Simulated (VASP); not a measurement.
These are PBE GGA, VASP's PBE PAW potentials (set 64) (plane waves; VASP) values and carry that method's errors.

The input files of a VASP run:

File KPOINTS:
```
Automatic mesh
0
Gamma
1 1 1
0 0 0
```

### POSCAR
```
SeSi63
1
   10.9370747000     0.0000000000     0.0000000000
    0.0000000000    10.9370747000     0.0000000000
   -0.0000000000    -0.0000000000    10.9370747000
Si Se
63 1
Direct
  0.5000000000   0.0000000000   0.0000000000
  0.6250000000   0.1250000000   0.1250000000
  0.7500000000   0.2500000000   0.0000000000
  0.8750000000   0.3750000000   0.1250000000
  0.7500000000   0.0000000000   0.2500000000
  0.8750000000   0.1250000000   0.3750000000
  0.0000000000   0.0000000000   0.0000000000
  0.1250000000   0.1250000000   0.1250000000
  0.2500000000   0.2500000000   0.0000000000
  0.3750000000   0.3750000000   0.1250000000
  0.5000000000   0.5000000000   0.0000000000
  0.6250000000   0.6250000000   0.1250000000
  0.7500000000   0.7500000000   0.0000000000
  0.8750000000   0.8750000000   0.1250000000
  0.2500000000   0.0000000000   0.2500000000
  0.3750000000   0.1250000000   0.3750000000
  0.5000000000   0.2500000000   0.2500000000
  0.6254290000   0.3793020000   0.3786580000
  0.7500000000   0.5000000000   0.2500000000
  0.8750000000   0.6250000000   0.3750000000
  0.5000000000   0.0000000000   0.5000000000
  0.6250000000   0.1250000000   0.6250000000
  0.7500000000   0.2500000000   0.5000000000
  0.8750000000   0.3750000000   0.6250000000
  0.7500000000   0.0000000000   0.7500000000
  0.8750000000   0.1250000000   0.8750000000
  0.0000000000   0.5000000000   0.0000000000
  0.1250000000   0.6250000000   0.1250000000
  0.2500000000   0.7500000000   0.0000000000
  0.3750000000   0.8750000000   0.1250000000
  0.0000000000   0.2500000000   0.2500000000
  0.1250000000   0.3750000000   0.3750000000
  0.2500000000   0.5000000000   0.2500000000
  0.3759740000   0.6267570000   0.3753710000
  0.5000000000   0.7500000000   0.2500000000
  0.6250000000   0.8750000000   0.3750000000
  0.0000000000   0.0000000000   0.5000000000
  0.1250000000   0.1250000000   0.6250000000
  0.2500000000   0.2500000000   0.5000000000
  0.3761170000   0.3793120000   0.6265250000
  0.6228090000   0.6212300000   0.6266010000
  0.7500000000   0.7500000000   0.5000000000
  0.8750000000   0.8750000000   0.6250000000
  0.2500000000   0.0000000000   0.7500000000
  0.3750000000   0.1250000000   0.8750000000
  0.5000000000   0.2500000000   0.7500000000
  0.6250000000   0.3750000000   0.8750000000
  0.7500000000   0.5000000000   0.7500000000
  0.8750000000   0.6250000000   0.8750000000
  0.0000000000   0.7500000000   0.2500000000
  0.1250000000   0.8750000000   0.3750000000
  0.0000000000   0.5000000000   0.5000000000
  0.1250000000   0.6250000000   0.6250000000
  0.2500000000   0.7500000000   0.5000000000
  0.3750000000   0.8750000000   0.6250000000
  0.0000000000   0.2500000000   0.7500000000
  0.1250000000   0.3750000000   0.8750000000
  0.2500000000   0.5000000000   0.7500000000
  0.3750000000   0.6250000000   0.8750000000
  0.5000000000   0.7500000000   0.7500000000
  0.6250000000   0.8750000000   0.8750000000
  0.0000000000   0.7500000000   0.7500000000
  0.1250000000   0.8750000000   0.8750000000
  0.4995110000   0.4974630000   0.5035510000
```

### INCAR
```
SYSTEM  =  SeSi63
PREC  =  Normal; ENCUT  =  400; LREAL  =  Auto
LASPH  =  .TRUE.; ISYM  =  0
EDIFF  =  1E-5; NELM  =  100; NELMIN  =  4
ALGO  =  Fast; LMAXMIX  =  4
ISMEAR  =  0; SIGMA  =  0.05
GGA  =  PE
IBRION  =  2; NSW  =  60; ISIF  =  2
EDIFFG  =  -0.03
LWAVE  =  .TRUE.; LCHARG  =  .FALSE.
```

POTCAR, in this order: Si Se (PBE.64 set). Program: vasp_gam.

Task: What will the output report for the number of irreducible k-points (NKPTS), largest plane-wave count, FFT grid (NGX, NGY, NGZ)?

Result: 
| Property | Value |
|---|---|
| number of irreducible k-points (NKPTS) | 1 |
| largest plane-wave count | 11924 |
| FFT grid (NGX, NGY, NGZ) | 54 × 54 × 54 |

The cell is a supercell with a defect, built from Si (diamond): Se_Si. The run is not spin-polarised, so no state with unpaired spins was tried.
